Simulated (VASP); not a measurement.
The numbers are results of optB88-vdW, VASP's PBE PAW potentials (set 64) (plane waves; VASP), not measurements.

VASP input:

### INCAR
```
# general
SYSTEM   = PbO monolayer
PREC     = Normal
ENCUT    = 500
LREAL    = .FALSE.
LASPH    = .TRUE.

# electronic loop
EDIFF    = 1E-5
NELM     = 100
NELMIN   = 4
ALGO     = Normal
LMAXMIX  = 4

# smearing
ISMEAR   = 0
SIGMA    = 0.05

# functional
GGA      = BO
LUSE_VDW = .TRUE.
AGGAC    = 0.0
PARAM1   = 0.1833333333
PARAM2   = 0.22

# ions
IBRION   = 2
NSW      = 50
ISIF     = 4
EDIFFG   = -0.03

# output
LWAVE    = .TRUE.
LCHARG   = .FALSE.
```

**POSCAR**
```
PbO monolayer
1
    4.0489636120     0.0000000000     0.0000000000
    0.0000000000     4.0489636120     0.0000000000
    0.0000000000     0.0000000000    18.4617879406
Pb O
2 2
Direct
  0.5000000000   0.0000000000   0.4357440000
  0.0000000000   0.5000000000   0.5642560000
  0.5000000000   0.5000000000   0.5000000000
  0.0000000000   0.0000000000   0.5000000000
```

### KPOINTS
```
kpoints
0
gamma
12 12 1
0 0 0
```

POTCAR, in this order: Pb_d O (PBE.64 set). Program: vasp_std.

Unless said otherwise, spin-orbit coupling is left out, though it shifts the bands of the heavy elements here.

Problem. What does the run give for the energy per atom (σ→0), band gap (on the k-mesh)?

Solution. 
```json
{
  "energy per atom (σ→0)": "-2.928 eV/atom",
  "band gap (on the k-mesh)": "2.55 eV"
}
```

File OSZICAR:
```
...
DAV:   6    -0.117113142825E+02    0.23521E-04   -0.26648E-04  1472   0.148E-01    0.211E-02
DAV:   7    -0.117113500225E+02   -0.35740E-04   -0.40775E-05  1312   0.680E-02    0.843E-03
DAV:   8    -0.117114335026E+02   -0.83480E-04   -0.44844E-05  1192   0.419E-02    0.344E-03
DAV:   9    -0.117116037683E+02   -0.17027E-03   -0.35986E-05   944   0.360E-02    0.449E-03
DAV:  10    -0.117117919672E+02   -0.18820E-03   -0.17089E-05  1144   0.309E-02    0.159E-03
DAV:  11    -0.117118902295E+02   -0.98262E-04   -0.12885E-05   976   0.219E-02    0.225E-03
DAV:  12    -0.117118946684E+02   -0.44390E-05   -0.82441E-06  1024   0.206E-02
   5 F= -.11711895E+02 E0= -.11711895E+02  d E =-.218007E-02
```

The cell is a sheet with vacuum, built from PbO (litharge).
